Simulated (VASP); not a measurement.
Level of theory: r2SCAN meta-GGA, VASP's PBE PAW potentials (set 64) (plane waves; VASP).

Input for VASP

File KPOINTS:
```
Automatic mesh
0
Gamma
13 13 13
0 0 0
```

INCAR:
```
SYSTEM = Si
PREC = Accurate
ENCUT = 400
EDIFF = 1E-6
NELM = 100
ALGO = Normal
LREAL = .FALSE.
LASPH = .TRUE.
ISMEAR = 1
SIGMA = 0.1
METAGGA = R2SCAN
LMIXTAU = .TRUE.
LWAVE = .FALSE.
LCHARG = .FALSE.
IBRION = 2
ISIF = 3
NSW = 60
EDIFFG = -0.01
```

File POSCAR:
```
Si
1.0
  2.5323790000   0.0000000000   0.0000000000
  0.0000000000   2.5323790000   0.0000000000
  0.0000000000   0.0000000000   2.5323790000
Si
1
Cartesian
  0.0000000000   0.0000000000   0.0000000000
```

POTCAR, in this order: Si (PBE.64 set). Program: vasp_std.

Output of the run:

### OSZICAR
```
       N       E                     dE             d eps       ncg     rms          rms(c)
DAV:   1    -0.562241726176E+01   -0.56224E+01   -0.14631E+03  1062   0.404E+02
DAV:   2    -0.880108251653E+01   -0.31787E+01   -0.29838E+01  1410   0.381E+01
DAV:   3    -0.882972914852E+01   -0.28647E-01   -0.28596E-01  1242   0.397E+00
DAV:   4    -0.882979941165E+01   -0.70263E-04   -0.70263E-04  1602   0.206E-01
DAV:   5    -0.882979944045E+01   -0.28793E-07   -0.29348E-07  1242   0.243E-03    0.350E+00
DAV:   6    -0.822144473510E+01    0.60835E+00   -0.19065E-01  1134   0.287E+00    0.235E+00
DAV:   7    -0.892133774175E+01   -0.69989E+00   -0.13622E-01  1038   0.253E+00    0.218E-01
DAV:   8    -0.828795926376E+01    0.63338E+00   -0.76890E-02  1098   0.206E+00    0.100E-01
DAV:   9    -0.828741270561E+01    0.54656E-03   -0.20164E-03  1332   0.385E-01    0.714E-02
DAV:  10    -0.828765404629E+01   -0.24134E-03   -0.23007E-04  1242   0.123E-01    0.477E-02
DAV:  11    -0.828815602112E+01   -0.50197E-03   -0.82600E-04  1044   0.254E-01    0.121E-02
DAV:  12    -0.828816514073E+01   -0.91196E-05   -0.15236E-05  1578   0.399E-02    0.133E-02
DAV:  13    -0.828816845554E+01   -0.33148E-05   -0.38763E-07   666   0.625E-03    0.138E-02
DAV:  14    -0.828818454442E+01   -0.16089E-04   -0.91305E-06  1038   0.292E-02    0.385E-03
DAV:  15    -0.828818447542E+01    0.68992E-07   -0.10209E-06   870   0.101E-02
   1 F= -.82881845E+01 E0= -.82882974E+01  d E =-.828818E+01
       N       E                     dE             d eps       ncg     rms          rms(c)
DAV:   1    -0.828825739914E+01   -0.72855E-04   -0.37877E-03  1200   0.346E-01    0.688E-02
DAV:   2    -0.828823456969E+01    0.22829E-04   -0.10128E-04  1152   0.796E-02    0.426E-02
DAV:   3    -0.828821441985E+01    0.20150E-04   -0.53138E-05  1020   0.665E-02    0.121E-02
DAV:   4    -0.828823495410E+01   -0.20534E-04   -0.12743E-05  1086   0.259E-02    0.130E-02
DAV:   5    -0.828823356852E+01    0.13856E-05   -0.12611E-06  1164   0.104E-02    0.325E-02
DAV:   6    -0.828823775503E+01   -0.41865E-05   -0.10073E-06   960   0.106E-02    0.455E-04
DAV:   7    -0.828823782625E+01   -0.71217E-07   -0.89431E-08   534   0.352E-03
   2 F= -.82882378E+01 E0= -.82883255E+01  d E =-.533508E-04
       N       E                     dE             d eps       ncg     rms          rms(c)
DAV:   1    -0.828826785883E+01   -0.30104E-04   -0.50202E-04  1212   0.126E-01    0.248E-02
DAV:   2    -0.828826566862E+01    0.21902E-05   -0.15219E-05  1146   0.307E-02    0.154E-02
DAV:   3    -0.828826301185E+01    0.26568E-05   -0.76402E-06  1020   0.248E-02    0.425E-03
DAV:   4    -0.828826596275E+01   -0.29509E-05   -0.20253E-06  1032   0.103E-02    0.461E-03
DAV:   5    -0.828826619461E+01   -0.23186E-06   -0.18301E-07   516   0.410E-03
   3 F= -.82882662E+01 E0= -.82883629E+01  d E =-.817192E-04
```

### OUTCAR
```
------------------------ aborting loop because EDIFF is reached ----------------------------------------
  FORCE on cell =-STRESS in cart. coord.  units (eV):
  Direction    XX          YY          ZZ          XY          YZ          ZX
  --------------------------------------------------------------------------------------
  Total       -0.0000443     -0.0000443     -0.0000443     -0.0000000      0.0000000      0.0000000
  in kB       -0.0043901     -0.0043901     -0.0043901     -0.0000000      0.0000000      0.0000000
  external PRESSURE =      -0.0043901 kB  Pullay stress =       0.0000000 kB
  volume of cell :       16.18
      direct lattice vectors                 reciprocal lattice vectors
     2.529052928 -0.000000000  0.000000000     0.395404932  0.000000000 -0.000000000
     0.000000000  2.529052928  0.000000000     0.000000000  0.395404932 -0.000000000
     0.000000000  0.000000000  2.529052928     0.000000000  0.000000000  0.395404932
 POSITION                                       TOTAL-FORCE (eV/Angst)
 -----------------------------------------------------------------------------------
      0.00000      0.00000      0.00000         0.000000      0.000000      0.000000
 -----------------------------------------------------------------------------------
    total drift:                                0.000000      0.000000     -0.000000
  FREE ENERGIE OF THE ION-ELECTRON SYSTEM (eV)
  ---------------------------------------------------
  free  energy   TOTEN  =        -8.2882661946 eV

  energy  without entropy=       -8.2885563725  energy(sigma->0) =       -8.28836292

 reached required accuracy - stopping structural energy minimisation
```
(Selected blocks of OUTCAR.)

CONTCAR:
```
Si
   1.00000000000000
     2.5290529284907168   -0.0000000000000000    0.0000000000000000
     0.0000000000000000    2.5290529284907168    0.0000000000000000
     0.0000000000000000    0.0000000000000000    2.5290529284907164
  Si
     1
Direct
     0.0000000000000000    0.0000000000000000    0.0000000000000000
```

The structure was generated: Si was put into the simple-cubic type (Pm-3m), which need not be its known phase. This run relaxes it. Symmetry was kept, so distortions that lower it aren't found.
